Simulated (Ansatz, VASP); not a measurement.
# Zr8C7N (random rock-salt alloy of ZrC and ZrN): VASP beside Ansatz, part 2 of 2

Wanted: the spread between two codes on one cell, functional and k mesh. The cell is taken from a series of runs on this material, whose earlier steps may have relaxed, scaled, displaced or heated it; both programs get it as it stands.

VASP 6.6.1 and Ansatz 0.2.0.

So far. Step 3 (VASP: single point, PBE, pair 1): The run ends at a pressure of 4.31 GPa, with forces up to 0.040 eV/Å.

## 5. VASP: single point, PBE, pair 2

Level of this step: PBE; plane waves and PAW (Zr_sv, N, C) (VASP).

A single point takes one fixed geometry, so differences don't come from the geometry; what else differs is listed under the comparison. The cell compared in this pair holds 837.98 Å³, against 813.34 Å³ for the pair before.

Input file INCAR:

```
SYSTEM = Zr8C7N
PREC = Accurate
ENCUT = 600
EDIFF = 1E-06
NELM = 120
ISMEAR = 0
SIGMA = 0.05
LREAL = Auto
ALGO = Normal
GGA = PE
NBANDS = 304
LASPH = .TRUE.
LORBIT = 11
LWAVE = .FALSE.
LCHARG = .FALSE.
ISIF = 2
GGA_COMPAT = .FALSE.
KPAR = 8
```

Input file POSCAR:

```
Zr8C7N
1.0
    9.4278270000      0.0000000000      0.0000000000
    0.0000000000      9.4278270000      0.0000000000
    0.0000000000      0.0000000000      9.4278270000
Zr N C
32 4 28
Direct
    0.0001130000      0.0008300000      0.9998800000
    0.0005970000      0.2502700000      0.2503260000
    0.2509940000      0.0006640000      0.2505880000
    0.2502820000      0.2500940000      0.0003770000
    0.0004610000      0.0001540000      0.5003270000
    0.0003560000      0.2503660000      0.7499820000
    0.2503520000      0.0004460000      0.7495650000
    0.2505410000      0.2501390000      0.4999500000
    0.0003500000      0.5000600000      0.0001040000
    0.0000040000      0.7497650000      0.2506710000
    0.2507640000      0.4999540000      0.2504320000
    0.2511550000      0.7492760000      0.9995730000
    0.0004410000      0.5000090000      0.5003780000
    0.0003120000      0.7499870000      0.7500510000
    0.2508170000      0.4999420000      0.7501070000
    0.2504110000      0.7499260000      0.5000250000
    0.5011860000      0.0002890000      0.0003570000
    0.5008090000      0.2501990000      0.2504080000
    0.7504530000      0.0003530000      0.2504380000
    0.7508230000      0.2503800000      0.0004300000
    0.5007310000      0.0003650000      0.5003220000
    0.5008560000      0.2503810000      0.7499370000
    0.7504510000      0.0006140000      0.7500380000
    0.7507840000      0.2504030000      0.5000660000
    0.5007020000      0.4998250000      0.0000150000
    0.5006790000      0.7498120000      0.2503710000
    0.7504880000      0.5000450000      0.2505480000
    0.7507830000      0.7499970000      0.0004490000
    0.5008410000      0.4998860000      0.5004550000
    0.5008560000      0.7498030000      0.7498980000
    0.7503430000      0.5000180000      0.7501180000
    0.7506690000      0.7499640000      0.5001250000
    0.2505800000      0.9986510000      0.0001850000
    0.2500480000      0.7505900000      0.2487030000
    0.0019600000      0.7509750000      0.0008420000
    0.4999570000      0.0002030000      0.7510210000
    0.2505840000      0.2491900000      0.2495370000
    0.0018470000      0.9987570000      0.2489460000
    0.0013770000      0.2496300000      0.0001630000
    0.2510720000      0.9995450000      0.5001560000
    0.2511020000      0.2489970000      0.7507190000
    0.0012720000      0.9994980000      0.7516270000
    0.0007310000      0.2501960000      0.5002280000
    0.2501470000      0.5015080000      0.0006800000
    0.0014030000      0.5013550000      0.2495590000
    0.2506790000      0.5008690000      0.4995920000
    0.2507060000      0.7514790000      0.7515510000
    0.0007720000      0.5009770000      0.7508160000
    0.0013160000      0.7503690000      0.4996730000
    0.7505200000      0.9994840000      0.9996150000
    0.7505810000      0.2500130000      0.2501550000
    0.4991550000      0.9993310000      0.2495020000
    0.5000820000      0.2490290000      0.9996870000
    0.7501070000      0.0001460000      0.5006490000
    0.7500320000      0.2494510000      0.7501540000
    0.5005860000      0.2496190000      0.5007640000
    0.7512000000      0.5005840000      0.0001530000
    0.7512420000      0.7502310000      0.2493710000
    0.5000440000      0.5006110000      0.2500440000
    0.4992660000      0.7514810000      0.0002290000
    0.7505950000      0.5002330000      0.5000050000
    0.7505730000      0.7507960000      0.7507090000
    0.5006770000      0.5003010000      0.7501520000
    0.5001760000      0.7509550000      0.5002140000
```

Input file KPOINTS:

```
Automatic mesh
0
Gamma
2 2 2
0 0 0
```

Potentials, in the order of the species: Zr_sv, N and C (PBE family, release 64).

On the command line:

```bash
$ mpirun -np 8 vasp_std
```

The program printed:

```text
[banner, memory and clock lines left out]
running    8 mpi-ranks, on    1 nodes
[...]
[... a notice as in an earlier step ...]

 LDA part: xc-table for (Slater+PW92), standard interpolation
 POSCAR, INCAR and KPOINTS ok, starting setup
[...]
entering main loop
       N       E                     dE             d eps       ncg     rms          rms(c)
DAV:   1     0.583866431555E+04    0.58387E+04   -0.29369E+05  4864   0.192E+03
DAV:   2    -0.430086563257E+02   -0.58817E+04   -0.56775E+04  5400   0.540E+02
DAV:   3    -0.691303706998E+03   -0.64830E+03   -0.63305E+03  6968   0.145E+02
DAV:   4    -0.739930907728E+03   -0.48627E+02   -0.48520E+02  7064   0.341E+01
[...]
DAV:  15    -0.628670426838E+03    0.19424E-05   -0.23839E-06  3752   0.365E-03    0.504E-03
DAV:  16    -0.628670425311E+03    0.15264E-05   -0.10609E-06  3096   0.179E-03    0.209E-03
DAV:  17    -0.628670424997E+03    0.31413E-06   -0.35616E-07  3056   0.124E-03
   1 F= -.62867042E+03 E0= -.62866568E+03  d E =-.948406E-02
```

Parts of OUTCAR (step 5):

```text
  Total      -13.0197253    -13.5501257    -12.9274993     -0.0391000      0.0231764     -0.0307206
  in kB      -24.8930200    -25.9071173    -24.7166889     -0.0747572      0.0443120     -0.0587362
  external PRESSURE =     -25.1722754 kB  Pullay stress =       0.0000000 kB

 POSITION                                       TOTAL-FORCE (eV/Angst)
 -----------------------------------------------------------------------------------
      0.00107      0.00783      9.42670        -0.024810      0.012325      0.003649
      0.00563      2.35950      2.36003        -0.013171      0.013384      0.001318
      2.36633      0.00626      2.36250        -0.013582      0.026836      0.029010
      2.35962      2.35784      0.00355         0.008833      0.031201      0.002928
      0.00435      0.00145      4.71700        -0.010899      0.015325      0.004207
      0.00336      2.36041      7.07070        -0.008463     -0.008525      0.003937
      2.36028      0.00420      7.06677        -0.025557     -0.012965      0.001466
      2.36206      2.35827      4.71344        -0.013880      0.024623      0.003883
      0.00330      4.71448      0.00098         0.010491     -0.025184     -0.010518
      0.00004      7.06865      2.36328        -0.015341      0.006434      0.028086
      2.36416      4.71348      2.36103         0.001980     -0.017812     -0.010580
      2.36785      7.06404      9.42380         0.035582     -0.029290     -0.023912
      0.00416      4.71400      4.71748        -0.013601      0.009994     -0.006147
      0.00294      7.07075      7.07135         0.008803      0.002385     -0.031018
[...]
-----------------------------------------------------------------------------------
    total drift:                               -0.237741     -0.058483     -0.090191

  FREE ENERGIE OF THE ION-ELECTRON SYSTEM (eV)
  ---------------------------------------------------
  free  energy   TOTEN  =      -628.6704249973 eV

  energy  without entropy=     -628.6609409398  energy(sigma->0) =     -628.66568297

[... 1 further part left out ...]
```

The run ends at a pressure of -2.52 GPa, with forces up to 0.052 eV/Å.

## 6. Ansatz: single point, PBE, pair 2

The same cell, functional, mesh and smearing now go to Ansatz, which takes its cutoff from its data sets.

The cell is taken from a series of runs on this material, whose earlier steps may have relaxed, scaled, displaced or heated it; both programs get it as it stands.

Input file input.yaml:

```yaml
crystal:
  lattice:
    - [9.427826973198107, 0.0, 0.0]
    - [0.0, 9.427826973198107, 0.0]
    - [0.0, 0.0, 9.427826973198107]
  atoms:
    - { symbol: Zr, position: [0.00011263306797717982, 1.0008302799912554, 0.9998799837995559] }
    - { symbol: "N", position: [0.25057968045423584, 0.9986514323854593, 1.0001846905661125] }
    - { symbol: Zr, position: [1.0005974614335649, 0.250270056398585, 0.2503256206141157] }
    - { symbol: C, position: [0.250584136388499, 0.24918992320429917, 0.24953698144109718] }
    - { symbol: Zr, position: [0.2509944386216156, 0.0006641264638504362, 0.25058760771468747] }
    - { symbol: C, position: [0.0018474153883554568, 0.9987565442281532, 0.24894582536535317] }
    - { symbol: Zr, position: [0.2502815140543405, 0.2500938100234733, 1.0003765745515707] }
    - { symbol: C, position: [1.0013772032302226, 0.24963043490185066, 0.00016300537498134093] }
    - { symbol: Zr, position: [0.0004613670473101829, 1.0001535230957954, 0.5003265498562743] }
    - { symbol: C, position: [0.2510715134545879, -0.0004551780281571269, 0.5001563344527917] }
    - { symbol: Zr, position: [0.0003564447533049894, 0.2503656814293618, 0.7499824264590459] }
    - { symbol: C, position: [0.2511017151880746, 0.2489974348226604, 0.7507194968342592] }
    - { symbol: Zr, position: [0.25035192396006484, 1.000446358888808, 0.7495648616924319] }
    - { symbol: C, position: [0.0012719626877117276, -0.0005021998073051936, 0.7516266874906994] }
    - { symbol: Zr, position: [0.2505408344660026, 0.2501393464686212, 0.49994965017982546] }
    - { symbol: C, position: [1.000731441103515, 0.25019646063862705, 0.5002276537264942] }
    - { symbol: Zr, position: [1.0003498640925752, 0.5000602756821046, 1.0001041847629024] }
    - { symbol: C, position: [0.2501469431626294, 0.5015078751634913, 1.0006795321047233] }
    - { symbol: Zr, position: [4.212268740461134e-06, 0.749765373228766, 0.2506713109149632] }
    - { symbol: "N", position: [0.25004770056717823, 0.7505902307544441, 0.24870305325294215] }
    - { symbol: Zr, position: [0.25076383376720307, 0.49995353673215276, 0.2504315260392769] }
    - { symbol: C, position: [0.0014029054636470802, 0.5013553696425893, 0.24955931995354616] }
    - { symbol: Zr, position: [0.2511545203025521, 0.7492763677274091, -0.0004274811378651817] }
    - { symbol: "N", position: [0.0019603500660604067, 0.7509753740694655, 0.0008421973920965261] }
    - { symbol: Zr, position: [0.00044073695858611576, 0.5000087793956167, 0.5003780154451504] }
    - { symbol: C, position: [0.25067945698259775, 0.5008691485800226, 0.49959212428984345] }
    - { symbol: Zr, position: [0.0003115878774116647, 0.7499871836578386, 0.7500508137679353] }
    - { symbol: C, position: [0.2507059092278125, 0.7514793567387091, 0.7515509237935684] }
    - { symbol: Zr, position: [0.25081678107210265, 0.4999415411715946, 0.7501069121817693] }
    - { symbol: C, position: [1.0007723464539926, 0.5009766419527353, 0.7508164872560327] }
    - { symbol: Zr, position: [0.25041134602940573, 0.7499261656793043, 0.5000252993530283] }
    - { symbol: C, position: [1.0013155230255997, 0.7503687560180098, 0.49967338966512903] }
    - { symbol: Zr, position: [0.5011855549983231, 0.000288595322610631, 1.0003567531253859] }
    - { symbol: C, position: [0.7505201482953817, 0.999483992801097, -0.00038495646939778154] }
    - { symbol: Zr, position: [0.500808743521497, 0.2501989667771197, 0.2504076159282903] }
    - { symbol: C, position: [0.7505809968529423, 0.2500132083452425, 0.25015484863235055] }
    - { symbol: Zr, position: [0.7504529926161776, 0.0003532075951400021, 0.2504376638281397] }
    - { symbol: C, position: [0.4991550488149595, 0.9993305570109522, 0.24950163419324498] }
    - { symbol: Zr, position: [0.7508226900834741, 0.2503798930393843, 0.0004295151323156064] }
    - { symbol: C, position: [0.5000822169546062, 0.24902871413787778, 0.999686860956786] }
    - { symbol: Zr, position: [0.5007314899621295, 0.00036502919675868015, 0.5003223930908931] }
    - { symbol: C, position: [0.7501071503299951, 0.00014609880722471478, 0.5006489831324931] }
    - { symbol: Zr, position: [0.5008560021433419, 0.250380779516684, 0.7499368556822983] }
    - { symbol: C, position: [0.7500318752293049, 0.24945115567324008, 0.7501543126010123] }
    - { symbol: Zr, position: [0.7504509526516688, 0.0006138286527240887, 0.7500384386304993] }
    - { symbol: "N", position: [0.49995731205708394, 0.00020299938820715445, 0.7510206983499398] }
    - { symbol: Zr, position: [0.7507844708219094, 0.2504030930750531, 0.5000662347994673] }
    - { symbol: C, position: [0.5005864347401533, 0.24961895594001535, 0.5007635056798622] }
    - { symbol: Zr, position: [0.5007016733866742, 0.4998251401940476, 1.0000152935386204] }
    - { symbol: C, position: [0.7512000889357383, 0.5005842987328417, 1.0001534681604116] }
    - { symbol: Zr, position: [0.5006793860021735, 0.7498117305031579, 0.25037064803605913] }
    - { symbol: C, position: [0.7512423866598297, 0.7502311445236254, 0.24937088728354803] }
    - { symbol: Zr, position: [0.7504881580537761, 0.5000450180235259, 0.25054754650968697] }
    - { symbol: C, position: [0.5000437178809995, 0.5006105998935654, 0.25004413923533675] }
    - { symbol: Zr, position: [0.7507828255264049, 0.7499974751990293, 0.00044882140936471266] }
    - { symbol: C, position: [0.4992658157903915, 0.751480828321939, 1.000229115773926] }
    - { symbol: Zr, position: [0.5008406868050833, 0.4998857612549849, 0.5004552167062434] }
    - { symbol: C, position: [0.7505945852578958, 0.500233344188727, 0.5000045323323752] }
    - { symbol: Zr, position: [0.5008563184019066, 0.7498025989355509, 0.7498976237781575] }
    - { symbol: C, position: [0.7505728360956311, 0.7507963757240983, 0.7507093266523008] }
    - { symbol: Zr, position: [0.7503431892459894, 0.5000181832132569, 0.7501180963007896] }
    - { symbol: C, position: [0.5006771210841726, 0.5003012051370263, 0.7501519059574004] }
    - { symbol: Zr, position: [0.7506694527352372, 0.7499640293107424, 0.5001249698430963] }
    - { symbol: C, position: [0.5001761262223849, 0.7509550012056243, 0.5002135786555496] }
kpoints:
  mp_grid:
    grid: [2, 2, 2]
hamiltonian:
  xc: pbe
  pseudopotentials:
    kind: paw
    xc_functional: pbe
    azcp:
      folder: "./paw"
scf:
  occupations:
    method: gaussian
    width: 0.05
output:
  forces: true
  stress: true
  eigenvalues: true
```

On the command line:

```bash
$ python scan.py
```

## 7. Comparison

The two programs side by side:

```tsv
quantity	Ansatz	VASP	difference
pressure (GPa)	-2.65	-2.52	-0.14
```

The largest component of a force difference here is 8 meV/Å.

## 8. Outcome

```json
{"difference in pressure (single point, PBE, pair 1)": "-0.099 GPa", "difference in pressure (single point, PBE, pair 2)": "-0.14 GPa"}
```

In words: The difference in pressure is -0.14 GPa (single point, PBE, pair 2), within the 1 GPa picked in this series as the mark of a large difference. How closely two codes agree says nothing of how well the functional describes the real material.

[Lines on the potential files, build, host, timing and source positions are cut from VASP's logs without a mark.]

[Logs are printed without paths, hosts, clocks, repeated set-up lines and the standing remarks that a program may print on its own settings, such as how far it seeks lower states.]

[Hosts, paths, dates, database ids (printed as entryN), source tags and the programs' standing remarks are cut or masked in the printed files.]
